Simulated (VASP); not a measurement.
These are AM05 GGA, VASP's PBE PAW potentials (set 64) (plane waves; VASP) values and carry that method's errors.

VASP input:

File POSCAR:
```
SnTe
1
    0.0000000000     3.1804024298     3.1804024298
    3.1804024298     0.0000000000     3.1804024298
    3.1804024298     3.1804024298     0.0000000000
Sn Te
1 1
Direct
  0.0000000000   0.0000000000   0.0000000000
  0.5000000000   0.5000000000   0.5000000000
```

KPOINTS:
```
Regular mesh
0
G
  7 7 7
0 0 0
```

### INCAR
```
ALGO = Normal
EDIFF = 1E-7
ENCUT = 520
GGA = AM
ISIF = 2
ISMEAR = 0
LASPH = T
LCHARG = F
LMAXMIX = 4
LREAL = F
LWAVE = F
NELM = 100
PREC = Accurate
SIGMA = 0.05
SYSTEM = SnTe
```

POTCAR, in this order: Sn_d Te (PBE.64 set). Program: vasp_std.

The run wrote:

OUTCAR:
```
 ion  position               nearest neighbor table
   1  0.000  0.000  0.000-   2 3.18   2 3.18   2 3.18   2 3.18   2 3.18   2 3.18
   2  0.500  0.500  0.500-   1 3.18   1 3.18   1 3.18   1 3.18   1 3.18   1 3.18
  LATTYP: Found a face centered cubic cell.
 ALAT       =     6.3608048596
 Subroutine PRICEL returns:
 Original cell was already a primitive cell.
 Subroutine GETGRP returns: Found 48 space group operations
The static configuration has the point symmetry O_h .
The dynamic configuration has the point symmetry O_h .
 Subroutine INISYM returns: Found 48 space group operations
 Subroutine IBZKPT returns following result:
 Found     20 irreducible k-points:

 Following reciprocal coordinates:
            Coordinates               Weight
  0.000000  0.000000  0.000000      1.000000
  0.142857  0.000000  0.000000      8.000000
  0.285714  0.000000  0.000000      8.000000
  0.428571  0.000000  0.000000      8.000000
  0.142857  0.142857  0.000000      6.000000
  0.285714  0.142857  0.000000     24.000000
  0.428571  0.142857  0.000000     24.000000
 -0.428571  0.142857  0.000000     24.000000
 -0.285714  0.142857  0.000000     24.000000
 -0.142857  0.142857  0.000000     12.000000
  0.285714  0.285714  0.000000      6.000000
  0.428571  0.285714  0.000000     24.000000
 -0.428571  0.285714  0.000000     24.000000
 -0.285714  0.285714  0.000000     12.000000
  0.428571  0.428571  0.000000      6.000000
 -0.428571  0.428571  0.000000     12.000000
  0.428571  0.285714  0.142857     24.000000
 -0.428571  0.285714  0.142857     48.000000
 -0.428571  0.428571  0.142857     24.000000
 -0.285714  0.428571  0.142857     24.000000
   k-points           NKPTS =     20   k-points in BZ     NKDIM =     20   number of bands    NBANDS=     14
   number of dos      NEDOS =    301   number of ions     NIONS =      2
   total plane-waves  NPLWV =  46656
   dimension x,y,z NGX =    36 NGY =   36 NGZ =   36
   dimension x,y,z NGXF=    72 NGYF=   72 NGZF=   72
   ions per type =               1   1
   PREC   = accura    normal or accurate (medium, high low for compatibility)
   ISTART =      0    job   : 0-new  1-cont  2-samecut
   ICHARG =      2    charge: 1-file 2-atom 10-const
   ISPIN  =      1    spin polarized calculation?
   LNONCOLLINEAR =      F non collinear calculations
   LSORBIT =      F    spin-orbit coupling
   INIWAV =      1    electr: 0-lowe 1-rand  2-diag
   ENCUT  =  520.0 eV  38.22 Ry    6.18 a.u.   8.36  8.36  8.36*2*pi/ulx,y,z
   NELM   =    100;   NELMIN=  2; NELMDL= -5     # of ELM steps
   EDIFF  = 0.1E-06   stopping-criterion for ELM
   LREAL  =      F    real-space projection
   NLSPLINE    = F    spline interpolate recip. space projectors
   LMAXMIX     =    4 max onsite mixed and CHGCAR
   VOSKOWN=      0    Vosko Wilk Nusair interpolation
   EDIFFG = 0.1E-05   stopping-criterion for IOM
   NSW    =      0    number of steps for IOM
   NBLOCK =      1;   KBLOCK =      1    inner block; outer block
   IBRION =     -1    ionic relax: 0-MD 1-quasi-New 2-CG
   NFREE  =      0    steps in history (QN), initial steepest desc. (CG)
   ISIF   =      2    stress and relaxation
   ISYM   =      2    0-nonsym 1-usesym 2-fastsym
   TEIN   =    0.0    initial temperature
   TEBEG  =    0.0;   TEEND  =   0.0 temperature during run
   SMASS  =  -3.00    Nose mass-parameter (am)
   PSTRESS=    0.0 pullay stress
   NELECT =      20.0000    total number of electrons
   EFERMI =   0.00;   METHOD = LEGACY
   ISMEAR =     0;   SIGMA  =   0.05  broadening in eV -4-tet -1-fermi 0-gaus
   IALGO  =     38    algorithm
   LDIAG  =      T    sub-space diagonalisation (order eigenvalues)
   IMIX   =      4    mixing-type and parameters
     AMIX     =   0.40;   BMIX     =  1.00
     AMIX_MAG =   1.60;   BMIX_MAG =  1.00
...
```

**OSZICAR**
```
       N       E                     dE             d eps       ncg     rms          rms(c)
DAV:   1     0.119496602552E+03    0.11950E+03   -0.98243E+03   568   0.164E+03
DAV:   2     0.252422714109E+01   -0.11697E+03   -0.11499E+03   602   0.358E+02
DAV:   3    -0.752743990595E+01   -0.10052E+02   -0.99726E+01   740   0.948E+01
DAV:   4    -0.779935592128E+01   -0.27192E+00   -0.27185E+00   630   0.171E+01
DAV:   5    -0.781023485251E+01   -0.10879E-01   -0.10879E-01   830   0.316E+00    0.458E+00
DAV:   6    -0.774868296408E+01    0.61552E-01   -0.15750E-01   732   0.328E+00    0.286E+00
DAV:   7    -0.774883954892E+01   -0.15658E-03   -0.52100E-02   688   0.145E+00    0.813E-01
DAV:   8    -0.774907553515E+01   -0.23599E-03   -0.71235E-03   638   0.817E-01    0.156E-01
DAV:   9    -0.774921461747E+01   -0.13908E-03   -0.61772E-04   700   0.258E-01    0.316E-02
DAV:  10    -0.774922240884E+01   -0.77914E-05   -0.80454E-05   608   0.877E-02    0.179E-02
DAV:  11    -0.774923339301E+01   -0.10984E-04   -0.58552E-05   584   0.650E-02    0.271E-02
DAV:  12    -0.774923285123E+01    0.54177E-06   -0.38136E-06   716   0.161E-02    0.128E-02
DAV:  13    -0.774923258400E+01    0.26723E-06   -0.59093E-07   578   0.574E-03    0.259E-03
DAV:  14    -0.774923263232E+01   -0.48318E-07   -0.29206E-07   480   0.667E-03
   1 F= -.77492326E+01 E0= -.77492326E+01  d E =-.261379E-15
```

**OUTCAR**
```
------------------------ aborting loop because EDIFF is reached ----------------------------------------
  FORCE on cell =-STRESS in cart. coord.  units (eV):
  Direction    XX          YY          ZZ          XY          YZ          ZX
  --------------------------------------------------------------------------------------
  Total       -0.4943394     -0.4943394     -0.4943394      0.0000000      0.0000000     -0.0000000
  in kB      -12.3100440    -12.3100440    -12.3100440      0.0000000      0.0000000     -0.0000000
  external PRESSURE =     -12.3100440 kB  Pullay stress =       0.0000000 kB
  volume of cell :       64.34
      direct lattice vectors                 reciprocal lattice vectors
     0.000000000  3.180402430  3.180402430    -0.157212809  0.157212809  0.157212809
     3.180402430  0.000000000  3.180402430     0.157212809 -0.157212809  0.157212809
     3.180402430  3.180402430  0.000000000     0.157212809  0.157212809 -0.157212809
 POSITION                                       TOTAL-FORCE (eV/Angst)
 -----------------------------------------------------------------------------------
      0.00000      0.00000      0.00000         0.000000      0.000000      0.000000
      3.18040      3.18040      3.18040        -0.000000      0.000000     -0.000000
 -----------------------------------------------------------------------------------
    total drift:                               -0.000000      0.000000      0.000000
  FREE ENERGIE OF THE ION-ELECTRON SYSTEM (eV)
  ---------------------------------------------------
  free  energy   TOTEN  =        -7.7492326323 eV

  energy  without entropy=       -7.7492326323  energy(sigma->0) =       -7.74923263
```
(Selected blocks of OUTCAR.)

The compound is SnTe in the rock salt structure, which distorts at low temperature. This cell is one point of a volume scan, at 1.03 of the reference volume.
